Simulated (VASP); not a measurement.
Here is the system:

```yaml
crystal:
  lattice:
    - [4.40056, 0.00000, 0.00000]
    - [0.00000, 4.40056, 0.00000]
    - [0.00000, 0.00000, 2.95995]
  atoms:
    - { symbol: Mg, position: [0.00000, 0.00000, 0.00000] }
    - { symbol: Mg, position: [0.50000, 0.50000, 0.50000] }
    - { symbol: H, position: [0.30427, 0.30427, 0.00000] }
    - { symbol: H, position: [0.80427, 0.19573, 0.50000] }
    - { symbol: H, position: [0.19573, 0.80427, 0.50000] }
    - { symbol: H, position: [0.69573, 0.69573, 0.00000] }
```

These are LDA (Ceperley-Alder, Perdew-Zunger), VASP's LDA PAW potentials (set 64) (plane waves; VASP 6.6.1) values and carry that method's errors. Numerical set-up: 400 eV cut-off, 5×5×8 Γ-centred mesh, Gaussian smearing of 0.010 eV, potentials Mg H.

Q: Give the electronic dielectric tensor ε∞ (DFPT, local fields included).

A: 
```
4.22  0.00  0.00
0.00  4.22  0.00
0.00  0.00  4.26
```

Q: Give the Born effective charges.

A: 
```csv
atom,Z*xx,Z*yy,Z*zz,mean
Mg1,1.82,1.82,1.91,1.85
Mg2,1.82,1.82,1.91,1.85
H3,-0.91,-0.91,-0.96,-0.92
H4,-0.91,-0.91,-0.96,-0.92
H5,-0.91,-0.91,-0.96,-0.92
H6,-0.91,-0.91,-0.96,-0.92
```

The compound is MgH2 in the rutile structure. It was relaxed first, which changed the volume by -7 %.
